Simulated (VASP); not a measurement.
Calculation: optB86b-vdW, VASP's PBE PAW potentials (set 64) (plane waves; VASP).

A VASP calculation is set up with these files.

### INCAR
```
SYSTEM=SrVO3
PREC=Accurate; ENCUT=520; LREAL=.FALSE.
LASPH=.TRUE.
EDIFF=1E-7; NELM=100; ALGO=Normal
LMAXMIX=4
ISMEAR=1; SIGMA=0.1
GGA=MK; LUSE_VDW=.TRUE.; AGGAC=0.0
PARAM1=0.1234; PARAM2=1.0
ISIF=2
LWAVE=.FALSE.; LCHARG=.FALSE.
```

File POSCAR:
```
SrVO3
1
    3.9106210029     0.0000000000     0.0000000000
    0.0000000000     3.9106210029     0.0000000000
    0.0000000000     0.0000000000     3.9106210029
Sr V O
1 1 3
Direct
  0.0000000000   0.0000000000   0.0000000000
  0.5000000000   0.5000000000   0.5000000000
  0.5000000000   0.0000000000   0.5000000000
  0.0000000000   0.5000000000   0.5000000000
  0.5000000000   0.5000000000   0.0000000000
```

### KPOINTS
```
Automatic mesh
0
Gamma
8 8 8
0 0 0
```

POTCAR, in this order: Sr_sv V_sv O (PBE.64 set). Program: vasp_std.

Q: Predict the energy per atom (σ→0), pressure, band gap (on the k-mesh).

A: 
```json
{
 "energy per atom (σ→0)": "-5993 meV/atom",
 "band gap (on the k-mesh)": "none (metal, semimetal or under 0.01 eV)",
 "pressure": "-9.84 GPa"
}
```

**OSZICAR**
```
...
DAV:  11    -0.299676914437E+02    0.10720E-01   -0.80203E-02  1856   0.236E+00    0.287E-01
DAV:  12    -0.299675731129E+02    0.11833E-03   -0.42370E-03  2064   0.534E-01    0.114E-01
DAV:  13    -0.299674898923E+02    0.83221E-04   -0.35875E-04  2184   0.121E-01    0.453E-02
DAV:  14    -0.299674652574E+02    0.24635E-04   -0.34280E-04  1832   0.104E-01    0.325E-02
DAV:  15    -0.299674615750E+02    0.36824E-05   -0.72618E-05  1936   0.759E-02    0.136E-02
DAV:  16    -0.299674607942E+02    0.78078E-06   -0.54017E-06  1920   0.205E-02    0.326E-03
DAV:  17    -0.299674608292E+02   -0.34977E-07   -0.35090E-07  1744   0.375E-03
   1 F= -.29967461E+02 E0= -.29966639E+02  d E =-.246448E-02
```

The compound is SrVO3 in the cubic perovskite structure. This cell is one point of a volume scan, at 1.06 of the reference volume. The run is not spin-polarised, so no magnetic state was tried. The electron count is odd and the run is not spin-polarised, which forces a metal.
